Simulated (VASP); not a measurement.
These are PW91 GGA, VASP's PBE PAW potentials (set 64) (plane waves; VASP 6.6.1) values and carry that method's errors.

VASP ran on this input.

### POSCAR
```
MoTe2
1.0
  1.7637195903  -3.0548515084   0.0000000000
  1.7637195903   3.0548515084   0.0000000000
  0.0000000000   0.0000000000  14.6480103309
Te Mo
4 2
Cart
  1.7637195903   1.0182858727  12.7779475244
  1.7637195903  -1.0182858727   5.4539423589
  1.7637195903  -1.0182858727   1.8700628065
  1.7637195903   1.0182858727   9.1940679720
  1.7637195903   1.0182858727   3.6620025827
  1.7637195903  -1.0182858727  10.9860077482
```

File KPOINTS:
```
Automatic mesh
0
Gamma
7 7 2
0 0 0
```

**INCAR**
```
! general
SYSTEM =MoTe2
PREC   =Accurate
ENCUT  =520   ! plane-wave cut-off (eV)
LREAL  =.FALSE.   ! projection in real space or not
LASPH  =.TRUE.

! electronic loop
EDIFF  =1E-7
NELM   =100   ! most electronic steps
ALGO   =Normal
LMAXMIX=4   ! l cut-off of mixed one-centre charges

! smearing
ISMEAR =0   ! Gaussian
SIGMA  =0.05

! functional
GGA    =91   ! PW91

! ions
IBRION =2   ! conjugate gradients
NSW    =30
ISIF   =4
EDIFFG =-0.01

! output
LWAVE  =.FALSE.
LCHARG =.FALSE.
```

POTCAR, in this order: Te Mo_sv (PBE.64 set). Program: vasp_std.

Output

### OUTCAR
```
 ion  position               nearest neighbor table
   1  0.333  0.667  0.872-   6 2.71   6 2.71   6 2.71   4 3.58
   2  0.667  0.333  0.372-   5 2.71   5 2.71   5 2.71   3 3.58
   3  0.667  0.333  0.128-   5 2.71   5 2.71   5 2.71   2 3.58
   4  0.333  0.667  0.628-   6 2.71   6 2.71   6 2.71   1 3.58
   5  0.333  0.667  0.250-   2 2.71   3 2.71   2 2.71   3 2.71   2 2.71   3 2.71
   6  0.667  0.333  0.750-   1 2.71   4 2.71   1 2.71   4 2.71   1 2.71   4 2.71
  LATTYP: Found a hexagonal cell.
 ALAT       =     3.5274388062
 C/A-ratio  =     4.1525909124
 Subroutine PRICEL returns:
 Original cell was already a primitive cell.
 Subroutine GETGRP returns: Found 24 space group operations
The static configuration has the point symmetry D_3d.
 The point group associated with its full space group is D_6h.
The dynamic configuration has the point symmetry D_3d.
 Subroutine INISYM returns: Found 24 space group operations
 Subroutine IBZKPT returns following result:
 Found     16 irreducible k-points:

 Following reciprocal coordinates:
            Coordinates               Weight
  0.000000  0.000000  0.000000      1.000000
  0.142857 -0.000000  0.000000      6.000000
  0.285714  0.000000  0.000000      6.000000
  0.428571  0.000000  0.000000      6.000000
  0.142857  0.142857  0.000000      6.000000
  0.285714  0.142857  0.000000     12.000000
  0.428571  0.142857  0.000000      6.000000
  0.285714  0.285714  0.000000      6.000000
  0.000000  0.000000  0.500000      1.000000
  0.142857 -0.000000  0.500000      6.000000
  0.285714  0.000000  0.500000      6.000000
  0.428571  0.000000  0.500000      6.000000
  0.142857  0.142857  0.500000      6.000000
  0.285714  0.142857  0.500000     12.000000
  0.428571  0.142857  0.500000      6.000000
  0.285714  0.285714  0.500000      6.000000
   k-points           NKPTS =     16   k-points in BZ     NKDIM =     16   number of bands    NBANDS=     31
   number of dos      NEDOS =    301   number of ions     NIONS =      6
   total plane-waves  NPLWV =  87808
   dimension x,y,z NGX =    28 NGY =   28 NGZ =  112
   dimension x,y,z NGXF=    56 NGYF=   56 NGZF=  224
   ions per type =               4   2
   PREC   = accura    normal or accurate (medium, high low for compatibility)
   ISTART =      0    job   : 0-new  1-cont  2-samecut
   ICHARG =      2    charge: 1-file 2-atom 10-const
   ISPIN  =      1    spin polarized calculation?
   LNONCOLLINEAR =      F non collinear calculations
   LSORBIT =      F    spin-orbit coupling
   INIWAV =      1    electr: 0-lowe 1-rand  2-diag
   ENCUT  =  520.0 eV  38.22 Ry    6.18 a.u.   6.56  6.56 27.24*2*pi/ulx,y,z
   NELM   =    100;   NELMIN=  2; NELMDL= -5     # of ELM steps
   EDIFF  = 0.1E-06   stopping-criterion for ELM
   LREAL  =      F    real-space projection
   NLSPLINE    = F    spline interpolate recip. space projectors
   LMAXMIX     =    4 max onsite mixed and CHGCAR
   VOSKOWN=      0    Vosko Wilk Nusair interpolation
   EDIFFG = -.1E-01   stopping-criterion for IOM
   NSW    =     30    number of steps for IOM
   NBLOCK =      1;   KBLOCK =     30    inner block; outer block
   IBRION =      2    ionic relax: 0-MD 1-quasi-New 2-CG
   NFREE  =      1    steps in history (QN), initial steepest desc. (CG)
   ISIF   =      4    stress and relaxation
   ISYM   =      2    0-nonsym 1-usesym 2-fastsym
   TEIN   =    0.0    initial temperature
   TEBEG  =    0.0;   TEEND  =   0.0 temperature during run
   SMASS  =  -3.00    Nose mass-parameter (am)
   PSTRESS=    0.0 pullay stress
   NELECT =      52.0000    total number of electrons
   EFERMI =   0.00;   METHOD = LEGACY
   ISMEAR =     0;   SIGMA  =   0.05  broadening in eV -4-tet -1-fermi 0-gaus
   IALGO  =     38    algorithm
   LDIAG  =      T    sub-space diagonalisation (order eigenvalues)
   IMIX   =      4    mixing-type and parameters
...
```

File OSZICAR:
```
       N       E                     dE             d eps       ncg     rms          rms(c)
DAV:   1     0.409456420851E+03    0.40946E+03   -0.27131E+04  1144   0.149E+03
DAV:   2    -0.118008694694E+02   -0.42126E+03   -0.41373E+03  1252   0.347E+02
DAV:   3    -0.364801914749E+02   -0.24679E+02   -0.23903E+02  1223   0.694E+01
DAV:   4    -0.373000725551E+02   -0.81988E+00   -0.81421E+00  1266   0.119E+01
DAV:   5    -0.373247667073E+02   -0.24694E-01   -0.24685E-01  1336   0.219E+00    0.218E+01
DAV:   6    -0.365480358585E+02    0.77673E+00   -0.91340E+00  1137   0.150E+01    0.884E+00
DAV:   7    -0.364605981634E+02    0.87438E-01   -0.86255E+00  1109   0.120E+01    0.654E+00
DAV:   8    -0.360445309215E+02    0.41607E+00   -0.16844E+00  1244   0.602E+00    0.292E+00
DAV:   9    -0.360434901871E+02    0.10407E-02   -0.29639E-01  1311   0.241E+00    0.110E+00
DAV:  10    -0.360372311305E+02    0.62591E-02   -0.45602E-02  1275   0.108E+00    0.270E-01
DAV:  11    -0.360376287280E+02   -0.39760E-03   -0.22171E-03  1283   0.254E-01    0.175E-01
DAV:  12    -0.360375499222E+02    0.78806E-04   -0.24937E-04  1184   0.814E-02    0.939E-02
DAV:  13    -0.360375401831E+02    0.97391E-05   -0.83265E-05  1197   0.481E-02    0.473E-02
DAV:  14    -0.360375424746E+02   -0.22915E-05   -0.85000E-06  1288   0.120E-02    0.316E-02
DAV:  15    -0.360375422371E+02    0.23750E-06   -0.15962E-06  1053   0.613E-03    0.129E-02
DAV:  16    -0.360375417749E+02    0.46219E-06   -0.94064E-07  1146   0.449E-03    0.577E-03
DAV:  17    -0.360375417480E+02    0.26980E-07   -0.23984E-07   886   0.223E-03
   1 F= -.36037542E+02 E0= -.36037542E+02  d E =-.360375E+02
       N       E                     dE             d eps       ncg     rms          rms(c)
DAV:   1    -0.360618304277E+02   -0.24289E-01   -0.90274E-01  1049   0.506E+00    0.765E-01
DAV:   2    -0.360591183858E+02    0.27120E-02   -0.51695E-02  1165   0.957E-01    0.411E-01
DAV:   3    -0.360585332021E+02    0.58518E-03   -0.18476E-02  1207   0.629E-01    0.392E-01
DAV:   4    -0.360573527350E+02    0.11805E-02   -0.39947E-03  1245   0.269E-01    0.165E-01
DAV:   5    -0.360572494522E+02    0.10328E-03   -0.10843E-03  1337   0.138E-01    0.609E-02
DAV:   6    -0.360572391919E+02    0.10260E-04   -0.85814E-05  1157   0.461E-02    0.624E-02
DAV:   7    -0.360572381357E+02    0.10562E-05   -0.13472E-05  1290   0.165E-02    0.310E-02
DAV:   8    -0.360572367099E+02    0.14258E-05   -0.29062E-06  1251   0.858E-03    0.137E-02
DAV:   9    -0.360572365997E+02    0.11018E-06   -0.23044E-07   905   0.211E-03    0.801E-03
DAV:  10    -0.360572364935E+02    0.10622E-06   -0.11532E-07   720   0.135E-03    0.417E-03
DAV:  11    -0.360572364601E+02    0.33438E-07   -0.66467E-08   678   0.974E-04
   2 F= -.36057236E+02 E0= -.36057236E+02  d E =-.196947E-01
       N       E                     dE             d eps       ncg     rms          rms(c)
DAV:   1    -0.360574910893E+02   -0.25460E-03   -0.12118E-02  1035   0.584E-01    0.884E-02
DAV:   2    -0.360574539728E+02    0.37117E-04   -0.67094E-04  1157   0.110E-01    0.453E-02
DAV:   3    -0.360574437317E+02    0.10241E-04   -0.22552E-04  1208   0.698E-02    0.431E-02
DAV:   4    -0.360574286856E+02    0.15046E-04   -0.48701E-05  1224   0.295E-02    0.187E-02
DAV:   5    -0.360574268899E+02    0.17956E-05   -0.12637E-05  1335   0.149E-02    0.713E-03
DAV:   6    -0.360574266591E+02    0.23081E-06   -0.93797E-07  1092   0.486E-03    0.684E-03
DAV:   7    -0.360574265417E+02    0.11739E-06   -0.21645E-07   869   0.222E-03    0.323E-03
DAV:   8    -0.360574264384E+02    0.10338E-06   -0.30381E-08   629   0.106E-03    0.145E-03
DAV:   9    -0.360574264305E+02    0.79071E-08   -0.73994E-09   566   0.404E-04
   3 F= -.36057426E+02 E0= -.36057426E+02  d E =-.198847E-01
       N       E                     dE             d eps       ncg     rms          rms(c)
DAV:   1    -0.360856762064E+02   -0.28250E-01   -0.11704E+00   992   0.674E+00    0.127E+00
DAV:   2    -0.360702656788E+02    0.15411E-01   -0.87174E-02  1125   0.139E+00    0.631E-01
DAV:   3    -0.360667987548E+02    0.34669E-02   -0.12655E-02  1199   0.566E-01    0.214E-01
DAV:   4    -0.360656037753E+02    0.11950E-02   -0.71463E-03  1219   0.367E-01    0.269E-01
DAV:   5    -0.360653498769E+02    0.25390E-03   -0.18589E-03  1251   0.175E-01    0.309E-02
DAV:   6    -0.360653442232E+02    0.56538E-05   -0.16444E-04  1275   0.577E-02    0.274E-02
DAV:   7    -0.360653449518E+02   -0.72863E-06   -0.12864E-05  1213   0.165E-02    0.107E-02
DAV:   8    -0.360653448290E+02    0.12282E-06   -0.16262E-06  1040   0.624E-03    0.278E-03
DAV:   9    -0.360653447999E+02    0.29079E-07   -0.14491E-07   741   0.208E-03
   4 F= -.36065345E+02 E0= -.36065345E+02  d E =-.791837E-02
       N       E                     dE             d eps       ncg     rms          rms(c)
DAV:   1    -0.362262630437E+02   -0.16092E+00   -0.90742E+00   992   0.188E+01    0.336E+00
DAV:   2    -0.361070572760E+02    0.11921E+00   -0.61953E-01  1133   0.384E+00    0.170E+00
DAV:   3    -0.360812824084E+02    0.25775E-01   -0.93458E-02  1220   0.155E+00    0.580E-01
DAV:   4    -0.360723548208E+02    0.89276E-02   -0.53650E-02  1226   0.102E+00    0.715E-01
DAV:   5    -0.360705453119E+02    0.18095E-02   -0.12797E-02  1237   0.462E-01    0.802E-02
DAV:   6    -0.360705188383E+02    0.26474E-04   -0.10118E-03  1244   0.145E-01    0.697E-02
DAV:   7    -0.360705287700E+02   -0.99317E-05   -0.47643E-05  1241   0.306E-02    0.238E-02
DAV:   8    -0.360705280649E+02    0.70513E-06   -0.29777E-05  1256   0.284E-02    0.654E-03
DAV:   9    -0.360705279180E+02    0.14692E-06   -0.16256E-06  1100   0.659E-03    0.299E-03
DAV:  10    -0.360705278372E+02    0.80850E-07   -0.33429E-07   942   0.263E-03
   5 F= -.36070528E+02 E0= -.36070528E+02  d E =-.131014E-01
       N       E                     dE             d eps       ncg     rms          rms(c)
DAV:   1    -0.360849364919E+02   -0.14409E-01   -0.76587E-01   992   0.548E+00    0.106E+00
DAV:   2    -0.360748854294E+02    0.10051E-01   -0.54951E-02  1139   0.115E+00    0.538E-01
DAV:   3    -0.360725390091E+02    0.23464E-02   -0.86845E-03  1212   0.468E-01    0.177E-01
DAV:   4    -0.360717539299E+02    0.78508E-03   -0.45493E-03  1226   0.297E-01    0.225E-01
DAV:   5    -0.360715879991E+02    0.16593E-03   -0.11479E-03  1245   0.141E-01    0.246E-02
DAV:   6    -0.360715874925E+02    0.50662E-06   -0.92324E-05  1253   0.441E-02    0.235E-02
DAV:   7    -0.360715890631E+02   -0.15706E-05   -0.68002E-06  1210   0.124E-02    0.850E-03
DAV:   8    -0.360715888990E+02    0.16418E-06   -0.89622E-07  1019   0.473E-03    0.216E-03
DAV:   9    -0.360715889612E+02   -0.62191E-07   -0.91924E-08   664   0.167E-03
   6 F= -.36071589E+02 E0= -.36071589E+02  d E =-.141625E-01
       N       E                     dE             d eps       ncg     rms          rms(c)
DAV:   1    -0.360716556647E+02   -0.66766E-04   -0.41581E-03   992   0.403E-01    0.762E-02
DAV:   2    -0.360716011157E+02    0.54549E-04   -0.30053E-04  1147   0.840E-02    0.390E-02
DAV:   3    -0.360715884624E+02    0.12653E-04   -0.45467E-05  1183   0.340E-02    0.130E-02
DAV:   4    -0.360715840376E+02    0.44248E-05   -0.24517E-05  1226   0.219E-02    0.165E-02
DAV:   5    -0.360715829002E+02    0.11374E-05   -0.62087E-06  1229   0.103E-02    0.178E-03
DAV:   6    -0.360715828026E+02    0.97604E-07   -0.52280E-07  1031   0.333E-03
   7 F= -.36071583E+02 E0= -.36071583E+02  d E =-.141564E-01
```

File OUTCAR:
```
------------------------ aborting loop because EDIFF is reached ----------------------------------------
  FORCE on cell =-STRESS in cart. coord.  units (eV):
  Direction    XX          YY          ZZ          XY          YZ          ZX
  --------------------------------------------------------------------------------------
  Total        0.6280657      0.6280655      0.7036931      0.0000000      0.0000000     -0.0000000
  in kB        6.3751054      6.3751032      7.1427523      0.0000000      0.0000000     -0.0000000
  external PRESSURE =       6.6309870 kB  Pullay stress =       0.0000000 kB
  volume of cell :      157.84
      direct lattice vectors                 reciprocal lattice vectors
     1.777309161 -3.078389250 -0.000000000     0.281324156 -0.162422605  0.000000000
     1.777309161  3.078389250 -0.000000000     0.281324156  0.162422605  0.000000000
    -0.000000000  0.000000000 14.424865354     0.000000000 -0.000000000  0.069324737
 POSITION                                       TOTAL-FORCE (eV/Angst)
 -----------------------------------------------------------------------------------
      1.77731      1.02613     12.62895        -0.000000      0.000000      0.009382
      1.77731     -1.02613      5.41652        -0.000000      0.000000      0.009382
      1.77731     -1.02613      1.79591         0.000000      0.000000     -0.009382
      1.77731      1.02613      9.00835        -0.000000      0.000000     -0.009382
      1.77731      1.02613      3.60622         0.000000     -0.000000      0.000000
      1.77731     -1.02613     10.81865        -0.000000      0.000000      0.000000
 -----------------------------------------------------------------------------------
    total drift:                               -0.000000      0.001649     -0.000023
  FREE ENERGIE OF THE ION-ELECTRON SYSTEM (eV)
  ---------------------------------------------------
  free  energy   TOTEN  =       -36.0715828026 eV

  energy  without entropy=      -36.0715828026  energy(sigma->0) =      -36.07158280

 reached required accuracy - stopping structural energy minimisation
```
(Selected blocks of OUTCAR.)

### CONTCAR
```
MoTe2
   1.00000000000000
     1.7773091606420444   -3.0783892499129997   -0.0000000000000000
     1.7773091606420444    3.0783892499129997   -0.0000000000000000
    -0.0000000000000000    0.0000000000000000   14.4248653539948037
  Te              Mo
     4     2
Direct
     0.3333330000000032    0.6666669999999968    0.8754988471260166
     0.6666669999999968    0.3333330000000032    0.3754988471260165
     0.6666669999999968    0.3333330000000032    0.1245011528739835
     0.3333330000000032    0.6666669999999968    0.6245011528739834
     0.3333330000000032    0.6666669999999968    0.2500000000000000
     0.6666669999999968    0.3333330000000032    0.7500000000000000
```

Without a dispersion term in the relaxation, distances and binding between the weakly bound layers, chains or molecules are unreliable, and so is what depends on them.

The compound is MoTe2 in the 2H layered structure. This cell is one point of a volume scan, at 0.97 of the reference volume. Symmetry was kept, so distortions that lower it aren't found.
